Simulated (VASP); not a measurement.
Computed with PBE GGA, VASP's PBE PAW potentials (set 64) (plane waves; VASP).

VASP ran on this input.

**KPOINTS**
```
Automatic mesh
0
gamma
  16 16 8
```

### POSCAR
```
Zn
1.0
  1.3522624839  -2.3421877660   0.0000000000
  1.3522624839   2.3421877660   0.0000000000
  0.0000000000   0.0000000000   4.9147136709
Zn
2
Direct
  0.3333330000   0.6666670000   0.2500000000
  0.6666670000   0.3333330000   0.7500000000
```

INCAR:
```
! general
SYSTEM =Zn
PREC   =Accurate
ENCUT  =520   ! plane-wave cut-off (eV)
LREAL  =F
LASPH  =T

! electronic loop
EDIFF  =1E-7
NELM   =100   ! most electronic steps
ALGO   =Normal
LMAXMIX=4   ! l cut-off of mixed one-centre charges

! smearing
ISMEAR =1   ! Methfessel-Paxton
SIGMA  =0.1

! functional
GGA    =PE

! ions
IBRION =2
NSW    =30   ! most ionic steps
ISIF   =4   ! ions and shape, fixed volume
EDIFFG =-0.01

! output
LWAVE  =F
LCHARG =F
```

POTCAR, in this order: Zn (PBE.64 set). Program: vasp_std.

Output

OSZICAR:
```
       N       E                     dE             d eps       ncg     rms          rms(c)
DAV:   1     0.959727149793E+02    0.95973E+02   -0.12885E+04  4848   0.235E+03
DAV:   2     0.235798131026E+00   -0.95737E+02   -0.94416E+02  4888   0.301E+02
DAV:   3    -0.240503179701E+01   -0.26408E+01   -0.26373E+01  5944   0.613E+01
DAV:   4    -0.241279321931E+01   -0.77614E-02   -0.77611E-02  5760   0.339E+00
DAV:   5    -0.241280497750E+01   -0.11758E-04   -0.11759E-04  5792   0.108E-01    0.376E+00
DAV:   6    -0.222950873274E+01    0.18330E+00   -0.92708E-01  4944   0.212E+01    0.289E+00
DAV:   7    -0.222173097394E+01    0.77778E-02   -0.27660E-02  6072   0.307E+00    0.150E+00
DAV:   8    -0.221777449704E+01    0.39565E-02   -0.18145E-03  6344   0.704E-01    0.464E-02
DAV:   9    -0.221778494409E+01   -0.10447E-04   -0.24119E-04  6760   0.234E-01    0.339E-02
DAV:  10    -0.221778801076E+01   -0.30667E-05   -0.23466E-05  5344   0.662E-02    0.283E-03
DAV:  11    -0.221778784636E+01    0.16440E-06   -0.15276E-07  5048   0.563E-03    0.168E-03
DAV:  12    -0.221778750537E+01    0.34099E-06   -0.30205E-08  3104   0.320E-03    0.814E-05
DAV:  13    -0.221778751397E+01   -0.85952E-08   -0.82739E-09  2808   0.966E-04
   1 F= -.22177875E+01 E0= -.22177844E+01  d E =-.221779E+01
       N       E                     dE             d eps       ncg     rms          rms(c)
DAV:   1    -0.224176382356E+01   -0.23976E-01   -0.45430E-01  5568   0.649E+00    0.921E-01
DAV:   2    -0.222834728725E+01    0.13417E-01   -0.13307E-02  5160   0.222E+00    0.556E-01
DAV:   3    -0.222097472202E+01    0.73726E-02   -0.92555E-03  6656   0.174E+00    0.559E-02
DAV:   4    -0.222106913211E+01   -0.94410E-04   -0.11398E-03  5088   0.400E-01    0.376E-02
DAV:   5    -0.222106753680E+01    0.15953E-05   -0.12849E-05  5704   0.795E-02    0.738E-03
DAV:   6    -0.222106685776E+01    0.67904E-06   -0.17731E-06  5752   0.202E-02    0.622E-04
DAV:   7    -0.222106686513E+01   -0.73751E-08   -0.60105E-08  3104   0.259E-03
   2 F= -.22210669E+01 E0= -.22212258E+01  d E =-.327935E-02
       N       E                     dE             d eps       ncg     rms          rms(c)
DAV:   1    -0.222838279637E+01   -0.73159E-02   -0.14494E-01  5536   0.367E+00    0.521E-01
DAV:   2    -0.222406317144E+01    0.43196E-02   -0.41996E-03  5248   0.127E+00    0.314E-01
DAV:   3    -0.222168691173E+01    0.23763E-02   -0.29825E-03  6576   0.980E-01    0.321E-02
DAV:   4    -0.222171764345E+01   -0.30732E-04   -0.37060E-04  5128   0.229E-01    0.214E-02
DAV:   5    -0.222171685140E+01    0.79205E-06   -0.40706E-06  5736   0.473E-02    0.417E-03
DAV:   6    -0.222171668922E+01    0.16218E-06   -0.53194E-07  5568   0.119E-02    0.469E-04
DAV:   7    -0.222171669214E+01   -0.29181E-08   -0.22571E-08  2608   0.130E-03
   3 F= -.22217167E+01 E0= -.22218140E+01  d E =-.392918E-02
       N       E                     dE             d eps       ncg     rms          rms(c)
DAV:   1    -0.222205025290E+01   -0.33356E-03   -0.66522E-03  5544   0.785E-01    0.111E-01
DAV:   2    -0.222185412096E+01    0.19613E-03   -0.19103E-04  5248   0.273E-01    0.672E-02
DAV:   3    -0.222174222418E+01    0.11190E-03   -0.13803E-04  6600   0.211E-01    0.686E-03
DAV:   4    -0.222174378938E+01   -0.15652E-05   -0.17375E-05  5096   0.503E-02    0.458E-03
DAV:   5    -0.222174368208E+01    0.10730E-06   -0.17498E-07  4384   0.107E-02    0.620E-04
DAV:   6    -0.222174367591E+01    0.61705E-08   -0.21025E-08  2552   0.263E-03
   4 F= -.22217437E+01 E0= -.22218139E+01  d E =-.395616E-02
```

OUTCAR:
```
------------------------ aborting loop because EDIFF is reached ----------------------------------------
  FORCE on cell =-STRESS in cart. coord.  units (eV):
  Direction    XX          YY          ZZ          XY          YZ          ZX
  --------------------------------------------------------------------------------------
  Total       -0.3458368     -0.3458369     -0.3353896      0.0000000      0.0000000      0.0000000
  in kB      -17.7979849    -17.7979912    -17.2603364      0.0000000      0.0000000      0.0000000
  external PRESSURE =     -17.6187708 kB  Pullay stress =       0.0000000 kB
  volume of cell :       31.13
      direct lattice vectors                 reciprocal lattice vectors
     1.342886650 -2.325948322 -0.000000000     0.372332244 -0.214966083  0.000000000
     1.342886650  2.325948322 -0.000000000     0.372332244  0.214966083  0.000000000
    -0.000000000  0.000000000  4.983580882     0.000000000  0.000000000  0.200658929
 POSITION                                       TOTAL-FORCE (eV/Angst)
 -----------------------------------------------------------------------------------
      1.34289      0.77532      1.24590        -0.000000     -0.000000      0.000000
      1.34289     -0.77532      3.73769         0.000000      0.000000      0.000000
 -----------------------------------------------------------------------------------
    total drift:                                0.000013      0.000077      0.000004
  FREE ENERGIE OF THE ION-ELECTRON SYSTEM (eV)
  ---------------------------------------------------
  free  energy   TOTEN  =        -2.2217436759 eV

  energy  without entropy=       -2.2219544391  energy(sigma->0) =       -2.22181393

 reached required accuracy - stopping structural energy minimisation
```
(Selected blocks of OUTCAR.)

**CONTCAR**
```
Zn
   1.00000000000000
     1.3428866498009018   -2.3259483219631552   -0.0000000000000000
     1.3428866498009018    2.3259483219631552   -0.0000000000000000
    -0.0000000000000000    0.0000000000000000    4.9835808816906280
  Zn
     2
Direct
     0.3333330000000032    0.6666669999999968    0.2500000000000000
     0.6666669999999968    0.3333330000000032    0.7500000000000000
```

The compound is Zn in the hcp structure. This cell is one point of a volume scan, at 1.03 of the reference volume. Symmetry was kept, so distortions that lower it aren't found.
